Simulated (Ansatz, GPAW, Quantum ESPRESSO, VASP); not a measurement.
# One structure in several programs: TlF (P4/nmm, 4 atoms in the cell)

Self-consistent single point.

```
TlF
1.0
    3.68893     0.00000     0.00000
    0.00000     3.68893     0.00000
    0.00000     0.00000     6.22358
Tl F
2 2
Direct
  0.00000   0.50000   0.74417
  0.50000   0.00000   0.25583
  0.50000   0.00000   0.86423
  0.00000   0.50000   0.13577
```

Shared settings, as Ansatz (a program for electronic structure) writes them: kpoints.mp_grid.grid = 1 1 1; scf.occupations.method = fixed. Potentials and cutoffs stand in the table.

```json
[
 {"code": "GPAW", "model": "LDA (Perdew-Wang 92), GPAW PAW datasets LDA (gpaw-data 1.0.1)", "pressure (GPa)": "–", "largest force (eV/Å)": "2.375", "cutoff": "950 eV"},
 {"code": "VASP", "model": "LDA (PZ), VASP's LDA PAW potentials (set 64)", "pressure (GPa)": "-18.74", "largest force (eV/Å)": "2.313", "cutoff": "400 eV"},
 {"code": "Ansatz", "model": "LDA (PW92), PAW files made with PBE", "pressure (GPa)": "-14.52", "largest force (eV/Å)": "2.332", "cutoff": "default"},
 {"code": "Quantum ESPRESSO", "model": "LDA (PZ), GBRV 1.5 ultrasoft (LDA) pseudopotentials", "pressure (GPa)": "-15.71", "largest force (eV/Å)": "2.341", "cutoff": "40 Ry"}
]
```

Size of the force on each atom (eV/Å): Sizes of forces hide their directions.

| code | Tl1 | Tl2 | F3 | F4 |
|---|---|---|---|---|
| GPAW | 2.375 | 2.375 | 1.892 | 1.892 |
| VASP | 2.313 | 2.313 | 1.910 | 1.910 |
| Ansatz | 2.332 | 2.332 | 1.903 | 1.903 |
| Quantum ESPRESSO | 2.341 | 2.341 | 1.925 | 1.925 |

A dash marks a value that a program does not give, or that is left out as unsure.

On Ansatz's run: spin-orbit coupling is off.

The spread over the programs that give each value: pressure within 4.22 GPa; largest force within 0.062 eV/Å.

Ansatz's pressure is given at a fixed set of plane waves, as the other plane-wave codes print theirs; with its correction for the finite basis it is -14.29 GPa (the shift of 0.23 GPa shows how far the cutoff is from converged). The pressure of GPAW is left out: its cutoff lies under the one at which its stress was checked. The same LDA comes in different parametrisations, which differ slightly.

On the base mesh (5 5 3) the same programs gave: Ansatz pressure -3.54 GPa, gap on the mesh 3.003 eV; Quantum ESPRESSO pressure -4.60 GPa, gap on the mesh 2.995 eV; VASP pressure -7.67 GPa.

The values differ from the base mesh's, so the mesh still matters here: the table compares the programs at equal settings.

VASP's run is marked for a possible Pulay error in its stress at this cutoff; no cutoff test was made.

VASP ran the fixed occupations as a Gaussian smearing of 0.01 eV.

The starting cell comes from a database of computed structures (which also holds hypothetical and non-ambient phases and stackings), without a prior relaxation at this level.

Left out of this page: ABINIT, Elk, FLEUR and SIESTA (not drawn, or without a comparable value); CP2K (on another mesh).

Keys are those of Ansatz 0.2.
